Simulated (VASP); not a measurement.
## Ni(111) in VASP

Wanted: what it costs to take an electron out of Ni(111), held as cut.

Main program and level: VASP 6.6.1; r2SCAN, spin-polarised from a ferromagnetic start; plane waves and PAW (Ni).

### Step 1. The starting structure

The cell holds 7 atoms: 7 Ni. Cell: a = 2.489 Å, b = 2.489 Å, c = 30.194 Å, α = 90.0°, β = 90.0°, γ = 60.0°. Vacuum lies along c.

As a file:

```xyz
7
Lattice="2.4890 0.0000 0.0000 1.2445 2.1556 0.0000 0.0000 0.0000 30.1936" Properties=species:S:1:pos:R:3
Ni    0.0000    0.0000    9.0000
Ni    1.2445    0.7185   11.0323
Ni    2.4890    1.4370   13.0645
Ni    0.0000    0.0000   15.0968
Ni    1.2445    0.7185   17.1291
Ni    2.4890    1.4370   19.1614
Ni    0.0000    0.0000   21.1936
```

### Step 2. Vacuum level and density of states

A static run writes the electrostatic potential without exchange and correlation (LVHAR), which is flat in the vacuum and gives the level to count from. The dipole correction cancels the field that unlike faces would set up across the vacuum.

INCAR reads:

```
SYSTEM = Ni
PREC = Normal
ENCUT = 300
EDIFF = 1E-06
NELM = 120
ISMEAR = -1
SIGMA = 0.1
LREAL = .FALSE.
ALGO = Normal
METAGGA = R2SCAN
LASPH = .TRUE.
NBANDS = 62
ISPIN = 2
MAGMOM = 1 1 1 1 1 1 1
LMAXMIX = 4
LORBIT = 11
LWAVE = .FALSE.
LCHARG = .TRUE.
IDIPOL = 3
LDIPOL = .TRUE.
DIPOL = 0.5 0.5 0.5
LVHAR = .TRUE.
LVACPOTAV = .TRUE.
LELF = .TRUE.
NEDOS = 1500
```

POSCAR reads:

```
Ni
1.0
    2.4890158698      0.0000000000      0.0000000000
    1.2445079349      2.1555509736      0.0000000000
    0.0000000000      0.0000000000     30.1936376853
Ni
7
Direct
    0.0000000000      0.0000000000      0.2980760415
    0.3333333333      0.3333333333      0.3653840277
    0.6666666667      0.6666666667      0.4326920138
    0.0000000000      0.0000000000      0.5000000000
    0.3333333333      0.3333333333      0.5673079862
    0.6666666667      0.6666666667      0.6346159723
    0.0000000000      0.0000000000      0.7019239585
```

KPOINTS reads:

```
Automatic mesh
0
Gamma
21 21 1
0 0 0
```

KPOINTS_OPT reads:

```
Line mode
14
Line-mode
Reciprocal
  0.00000000   0.00000000   0.00000000 GAMMA
  0.00000000  -0.50000000   0.00000000 M

  0.00000000  -0.50000000   0.00000000 M
  0.33333333  -0.33333333   0.00000000 K

  0.33333333  -0.33333333   0.00000000 K
  0.00000000   0.00000000   0.00000000 GAMMA
```

PAW data sets: Ni (PBE family, release 64).

On the command line:

```console
$ mpirun -np 2 vasp_std
```

What it wrote:

```text
[banner, memory and clock lines left out]
running    2 mpi-ranks, on    1 nodes
 distrk:  each k-point on    2 cores,    1 groups
 distr:  one band on    1 cores,    2 groups

 POSCAR found type information on POSCAR Ni
 POSCAR found :  1 types and       7 ions
|                                                                             |
|               ----> ADVICE to this user running VASP <----                  |
|                                                                             |
|     You enforced a specific xc type in the INCAR file but a different       |
|     [... a line on the potential file left out ...]
|     I HOPE YOU KNOW WHAT YOU ARE DOING!                                     |
|                                                                             |

 LDA part: xc-table for (None), standard interpolation
 POSCAR, INCAR and KPOINTS ok, starting setup
 FFT: planning ... GRIDC
 FFT: planning ... GRID_SOFT
 FFT: planning ... GRID
 WAVECAR not read
 entering main loop
       N       E                     dE             d eps       ncg     rms          rms(c)
DAV:   1     0.384624570439E+03    0.38462E+03   -0.22207E+04 12048   0.911E+02
DAV:   2    -0.550325762917E+02   -0.43966E+03   -0.40612E+03 11948   0.245E+02
DAV:   3    -0.979954950476E+02   -0.42963E+02   -0.39933E+02 13024   0.963E+01
DAV:   4    -0.988648917761E+02   -0.86940E+00   -0.86731E+00 13506   0.164E+01
DAV:   5    -0.988835389153E+02   -0.18647E-01   -0.18646E-01 17402   0.150E+00    0.273E+01
DAV:   6    -0.914128663521E+02    0.74707E+01   -0.83475E+01 14378   0.104E+02    0.362E+01
DAV:   7    -0.101886030678E+03   -0.10473E+02   -0.58866E+01 14696   0.127E+02    0.476E+01
DAV:   8    -0.895560451408E+02    0.12330E+02   -0.47902E+01 16968   0.673E+01    0.361E+01
DAV:   9    -0.839202831107E+02    0.56358E+01   -0.19787E+01 16200   0.447E+01    0.226E+01
DAV:  10    -0.845155087323E+02   -0.59523E+00   -0.23854E+01 14738   0.645E+01    0.232E+01
DAV:  11    -0.848025681140E+02   -0.28706E+00   -0.13856E+01 14200   0.393E+01    0.279E+01
DAV:  12    -0.819063565223E+02    0.28962E+01   -0.32209E+00 14940   0.245E+01    0.133E+01
DAV:  13    -0.820630318325E+02   -0.15668E+00   -0.71270E-01 13470   0.638E+00    0.950E+00
DAV:  14    -0.821008616142E+02   -0.37830E-01   -0.27726E+00 19890   0.144E+01    0.515E+00
DAV:  15    -0.821796952017E+02   -0.78834E-01   -0.24699E-01 13128   0.482E+00    0.611E+00
DAV:  16    -0.822117598793E+02   -0.32065E-01   -0.12194E-01 13278   0.407E+00    0.661E+00
DAV:  17    -0.821245900119E+02    0.87170E-01   -0.18867E-01 14256   0.534E+00    0.607E+00
DAV:  18    -0.820816479791E+02    0.42942E-01   -0.28029E-01 14600   0.615E+00    0.475E+00
DAV:  19    -0.821879239022E+02   -0.10628E+00   -0.60445E-01 15480   0.838E+00    0.596E+00
DAV:  20    -0.822613160319E+02   -0.73392E-01   -0.88762E-02 13958   0.238E+00    0.600E+00
DAV:  21    -0.823248828940E+02   -0.63567E-01   -0.32492E-02 14458   0.165E+00    0.587E+00
DAV:  22    -0.823324855159E+02   -0.76026E-02   -0.17340E-02 13574   0.179E+00    0.511E+00
DAV:  23    -0.823133169093E+02    0.19169E-01   -0.64935E-02 15034   0.384E+00    0.332E+00
DAV:  24    -0.822929091312E+02    0.20408E-01   -0.53111E-02 16568   0.238E+00    0.170E+00
DAV:  25    -0.822914033598E+02    0.15058E-02   -0.12448E-02 14926   0.786E-01    0.129E+00
DAV:  26    -0.822904934471E+02    0.90991E-03   -0.10425E-02 18232   0.123E+00    0.804E-01
DAV:  27    -0.822905728678E+02   -0.79421E-04   -0.96873E-03 16312   0.109E+00    0.580E-01
DAV:  28    -0.822936267922E+02   -0.30539E-02   -0.76589E-03 17446   0.752E-01    0.943E-01
DAV:  29    -0.822939052497E+02   -0.27846E-03   -0.24086E-03 14108   0.444E-01    0.101E+00
DAV:  30    -0.822930137218E+02    0.89153E-03   -0.18605E-03 14542   0.689E-01    0.774E-01
[...]
DAV:  45    -0.822858064538E+02   -0.40080E-04   -0.15055E-06  9648   0.724E-03    0.265E-03
DAV:  46    -0.822858163724E+02   -0.99186E-05   -0.10648E-06  9362   0.547E-03    0.217E-03
DAV:  47    -0.822858209176E+02   -0.45452E-05   -0.38835E-07  8928   0.356E-03    0.152E-03
DAV:  48    -0.822858266799E+02   -0.57622E-05   -0.72118E-07  9102   0.317E-03    0.133E-03
DAV:  49    -0.822858217075E+02    0.49724E-05   -0.64264E-07  8990   0.319E-03    0.938E-04
DAV:  50    -0.822858205730E+02    0.11345E-05   -0.48936E-07  8708   0.249E-03    0.811E-04
DAV:  51    -0.822858265775E+02   -0.60046E-05   -0.52987E-07  8984   0.317E-03    0.454E-04
DAV:  52    -0.822858144817E+02    0.12096E-04   -0.65358E-07  8998   0.296E-03    0.545E-04
DAV:  53    -0.822858185038E+02   -0.40221E-05   -0.10748E-07  8240   0.157E-03    0.471E-04
DAV:  54    -0.822858198194E+02   -0.13156E-05   -0.27295E-07  8814   0.209E-03    0.438E-04
DAV:  55    -0.822858186434E+02    0.11760E-05   -0.11403E-07  8332   0.145E-03    0.430E-04
DAV:  56    -0.822858195345E+02   -0.89104E-06   -0.25768E-07  8486   0.184E-03
|                                                                             |
|           W    W    AA    RRRRR   N    N  II  N    N   GGGG   !!!           |
|           W    W   A  A   R    R  NN   N  II  NN   N  G    G  !!!           |
|           W    W  A    A  R    R  N N  N  II  N N  N  G       !!!           |
|           W WW W  AAAAAA  RRRRR   N  N N  II  N  N N  G  GGG   !            |
|           WW  WW  A    A  R   R   N   NN  II  N   NN  G    G                |
|           W    W  A    A  R    R  N    N  II  N    N   GGGG   !!!           |
|                                                                             |
|     Did not find any points to average over, which means that no vacuum     |
|     field-free region was found. Please increase the size of  your cell     |
|     in the dimension of the dipole correction to obtain accurate            |
|     workfunction values.                                                    |
|                                                                             |

   1 F= -.82285820E+02 E0= -.82146535E+02  d E =-.278570E+00  mag=     5.3350
 Start KPOINTS_OPT (optional k-point list driver)
k-point batch [1-42\42]
       N       E                     dE             ncg
DAV:   1     0.174028323687E+05   -0.54399E+05    10568
DAV:   2    -0.539851479887E+02   -0.17457E+05    10478
DAV:   3    -0.166984387030E+04   -0.16159E+04    11388
DAV:   4    -0.170186388996E+04   -0.32020E+02    11702
DAV:   5    -0.170272462466E+04   -0.86073E+00    15470
DAV:   6    -0.170273086098E+04   -0.62363E-02    12494
DAV:   7    -0.170273107960E+04   -0.21863E-03    15598
DAV:   8    -0.170273108204E+04   -0.24390E-05     8058
DAV:   9    -0.170273108242E+04   -0.37889E-06     6780
|                                                                             |
|           W    W    AA    RRRRR   N    N  II  N    N   GGGG   !!!           |
|           W    W   A  A   R    R  NN   N  II  NN   N  G    G  !!!           |
|           W    W  A    A  R    R  N N  N  II  N N  N  G       !!!           |
|           W WW W  AAAAAA  RRRRR   N  N N  II  N  N N  G  GGG   !            |
|           WW  WW  A    A  R   R   N   NN  II  N   NN  G    G                |
|           W    W  A    A  R    R  N    N  II  N    N   GGGG   !!!           |
|                                                                             |
|     Did not find any points to average over, which means that no vacuum     |
|     field-free region was found. Please increase the size of  your cell     |
|     in the dimension of the dipole correction to obtain accurate            |
|     workfunction values.                                                    |
|                                                                             |
```

Elapsed: 18 min, on 2 MPI ranks of Intel Xeon 6975P-C (Granite Rapids), shared host; peak memory 0.69 GiB.

Lines that name or quote the potential files are left out of all logs, and their timing lines are given in words.

Parts of OUTCAR (step 2):

```text
ion  position               nearest neighbor table
   1  0.000  0.000  0.298-   2 2.49   2 2.49   2 2.49
   2  0.333  0.333  0.365-   3 2.49   3 2.49   3 2.49   1 2.49   1 2.49   1 2.49
   3  0.667  0.667  0.433-   2 2.49   2 2.49   2 2.49   4 2.49   4 2.49   4 2.49
   4  0.000  0.000  0.500-   3 2.49   5 2.49   3 2.49   5 2.49   3 2.49   5 2.49
   5  0.333  0.333  0.567-   6 2.49   6 2.49   6 2.49   4 2.49   4 2.49   4 2.49
   6  0.667  0.667  0.635-   5 2.49   5 2.49   5 2.49   7 2.49   7 2.49   7 2.49
   7  0.000  0.000  0.702-   6 2.49   6 2.49   6 2.49

  LATTYP: Found a hexagonal cell.
 ALAT       =     2.4890158697
 C/A-ratio  =    12.1307533843

 Subroutine GETGRP returns: Found 12 space group operations
 (whereof 12 operations were pure point group operations)

The static configuration has the point symmetry D_3d.

 Found     48 irreducible k-points:

   k-points           NKPTS =     48   k-points in BZ     NKDIM =     48   number of bands    NBANDS=     62

   dimension x,y,z NGX =    12 NGY =   12 NGZ =  128
   dimension x,y,z NGXF=    24 NGYF=   24 NGZF=  256

   ENCUT  =  300.0 eV  22.05 Ry    4.70 a.u.   3.52  3.52 42.64*2*pi/ulx,y,z

   NELECT =      70.0000    total number of electrons

 k-points in reciprocal lattice and weights: Automatic mesh
   0.00000000  0.00000000  0.00000000       0.002
   0.04761905  0.00000000  0.00000000       0.014
   0.09523810  0.00000000  0.00000000       0.014
   0.14285714 -0.00000000  0.00000000       0.014
   0.19047619  0.00000000  0.00000000       0.014
   0.23809524  0.00000000  0.00000000       0.014
   0.28571429 -0.00000000  0.00000000       0.014
   0.33333333 -0.00000000  0.00000000       0.014
   0.38095238  0.00000000  0.00000000       0.014
[...]
-0.38095238  0.28571429  0.00000000       0.027
  -0.33333333  0.33333333  0.00000000       0.005

 dipolmoment           0.000000      0.000000      0.000000 electrons x Angstroem

 average (electrostatic) potential at core
       1 -94.6755       2 -94.8818       3 -94.7946       4 -94.7954       5 -94.7946
       6 -94.8818       7 -94.6755

 E-fermi :   1.8860

 spin component 1
 k-point     1 :       0.0000    0.0000    0.0000
  band No.  band energies     occupation
    ...
     39       0.6997      0.99999
     40       0.7906      0.99998
     41       0.7909      0.99998
     42       1.3730      0.99412
     43       1.7963      0.71029
     44       6.5057      0.00000
     45       6.7349      0.00000
     46       7.2042      0.00000
     47       8.1935      0.00000
     48       8.5114      0.00000
    ...

 k-point     2 :       0.0476    0.0000    0.0000
  band No.  band energies     occupation
    ...
     38       0.5979      1.00000
     39       0.7001      0.99999
     40       0.7934      0.99998
     41       0.8823      0.99996
     42       1.6677      0.89872
     43       2.1209      0.08718
     44       6.5759      0.00000
     45       6.8080      0.00000
     46       7.2683      0.00000
     47       8.2633      0.00000
    ...

 k-point     3 :       0.0952    0.0000    0.0000
  band No.  band energies     occupation
    ...
     37       0.6003      1.00000
     38       0.6838      0.99999
     39       0.7014      0.99999
     40       0.8004      0.99998
     41       1.2928      0.99735
     42       2.2117      0.03708
     43       2.7742      0.00014
     44       6.7850      0.00000
     45       7.0273      0.00000
     46       7.4590      0.00000
    ...

 k-point     4 :       0.1429   -0.0000    0.0000
  band No.  band energies     occupation
    ...
     37       0.6029      1.00000
     38       0.7041      0.99999
     39       0.8113      0.99998
     40       0.9474      0.99992
     41       1.7641      0.77195
     42       2.8423      0.00007
     43       3.5573      0.00000
     44       7.1286      0.00000
     45       7.3927      0.00000
     46       7.7733      0.00000
    ...

 k-point     5 :       0.1905    0.0000    0.0000
  band No.  band energies     occupation
    ...
     36       0.5249      1.00000
     37       0.6056      1.00000
     38       0.7084      0.99999
     39       0.8244      0.99998
     40       1.2560      0.99817
     41       2.2770      0.01964
     42       3.5336      0.00000
     43       4.4282      0.00000
     44       7.5967      0.00000
     45       7.9041      0.00000
    ...

 k-point     6 :       0.2381    0.0000    0.0000
  band No.  band energies     occupation
    ...
     36       0.6123      1.00000
     37       0.6956      0.99999
     38       0.7149      0.99999
     39       0.8375      0.99997
     40       1.6129      0.93881
     41       2.8386      0.00007
     42       4.2783      0.00000
     43       5.3724      0.00000
     44       8.1709      0.00000
     45       8.5596      0.00000
    ...

  Total       -4.6421024     -4.6421024     -3.0944796     -0.0000000      0.0000000      0.0000000
  in kB      -45.9117557    -45.9117557    -30.6053115     -0.0000000      0.0000000      0.0000000
  external PRESSURE =     -40.8096076 kB  Pullay stress =       0.0000000 kB

  energy-cutoff  :      300.00
  volume of cell :      161.99
      direct lattice vectors                 reciprocal lattice vectors
     2.489015870  0.000000000  0.000000000     0.401765217 -0.231959256  0.000000000
     1.244507935  2.155550974  0.000000000     0.000000000  0.463918512  0.000000000
     0.000000000  0.000000000 30.193637685     0.000000000  0.000000000  0.033119560

 POSITION                                       TOTAL-FORCE (eV/Angst)
 -----------------------------------------------------------------------------------
      0.00000      0.00000      9.00000        -0.000000     -0.000000      0.258780
      1.24451      0.71852     11.03227        -0.000000      0.000000     -0.113864
      2.48902      1.43703     13.06455         0.000000     -0.000000     -0.012164
      0.00000      0.00000     15.09682         0.000000     -0.000000      0.000000
      1.24451      0.71852     17.12909        -0.000000     -0.000000      0.012164
      2.48902      1.43703     19.16136         0.000000      0.000000      0.113864
      0.00000      0.00000     21.19364         0.000000      0.000000     -0.258780
 -----------------------------------------------------------------------------------
    total drift:                                0.000000      0.000000      0.000000

  FREE ENERGIE OF THE ION-ELECTRON SYSTEM (eV)
  ---------------------------------------------------
  free  energy   TOTEN  =       -82.2858195345 eV

  energy  without entropy=      -82.0072497929  energy(sigma->0) =      -82.14653466

 total charge
# of ion       s       p       d       tot
------------------------------------------
    1        0.508   0.404   8.275   9.187
    2        0.510   0.516   8.289   9.315
    3        0.514   0.517   8.298   9.330
    4        0.514   0.518   8.296   9.328
    5        0.514   0.517   8.298   9.330
    6        0.510   0.516   8.289   9.315
    7        0.508   0.404   8.275   9.187
--------------------------------------------------
tot          3.579   3.392  58.020  64.991

 magnetization (x)
# of ion       s       p       d       tot
------------------------------------------
    1       -0.005  -0.037   0.874   0.832
    2       -0.008  -0.044   0.850   0.798
    3       -0.010  -0.041   0.794   0.743
    4       -0.011  -0.043   0.804   0.750
    5       -0.010  -0.041   0.794   0.743
    6       -0.008  -0.044   0.850   0.798
    7       -0.005  -0.037   0.874   0.832
--------------------------------------------------
tot         -0.059  -0.288   5.841   5.494

[... 6 further parts left out ...]
```

The magnetic state follows from one typed start and may not be the lowest. With spin, VASP writes an ELF for each channel. SCAN-type functionals tend to overstate the moments of itinerant magnets. The PAW data sets were made with PBE, which is usual practice but a small mismatch for other functionals.

Numbers from this step:

* electronic cycles: 56
* electrons: 70
* free energy (TOTEN): -82.2858 eV
* energy at zero smearing: -82.1465 eV
* Fermi energy: 1.886 eV
* moment of the cell, from the last line of the log: 5.335 μB
* labelled metallic, from the levels on this mesh: yes
* DOS at the Fermi level: 8.384 states/eV/cell
* dipole moment: 0, 0, 0 e·Å
* work functions of the upper and lower face: 4.831, 4.831 eV

Spin moment in the PAW sphere by atom:

```
atom  spin moment in the PAW sphere (μB)
 Ni1                               0.832
 Ni2                               0.798
 Ni3                               0.743
 Ni4                               0.750
 Ni5                               0.743
 Ni6                               0.798
 Ni7                               0.832
```

Spin up. Electronic bands along the path, in eV, zero at the Fermi level; # counts the bands kept:

```
          point    #33    #34    #35    #36    #37    #38    #39    #40
              Γ  -1.65  -1.49  -1.49  -1.29  -1.29  -1.19  -1.19  -1.10
0.46 of the way  -1.69  -1.57  -1.41  -1.28  -1.22  -1.17  -1.05  -0.33
              M  -0.95  -0.93  -0.93   0.04   0.86   1.59   2.09   2.35
0.54 of the way  -1.17  -1.07  -1.05   2.12   2.44   2.81   3.19   3.55
              K  -1.21  -1.16  -1.16   4.72   4.76   4.76   4.81   5.04
0.46 of the way  -1.27  -1.26  -1.20  -1.04  -1.00  -0.96  -0.42   0.65
              Γ  -1.65  -1.49  -1.49  -1.29  -1.29  -1.19  -1.19  -1.10
```

[end of part 1 of 2]

[Lines on the potential files, build, host, timing and source positions are cut from VASP's logs without a mark.]

[Logs are printed without paths, hosts, clocks, repeated set-up lines and the standing remarks that a program may print on its own settings, such as how far it seeks lower states.]

[Hosts, paths, dates, database ids (printed as entryN), source tags and the programs' standing remarks are cut or masked in the printed files.]

[In band tables of VASP the shares of atoms and orbitals are scaled to a sum of 1 inside the atoms' spheres.]

[Runs that stopped without an error message from VASP are left out.]
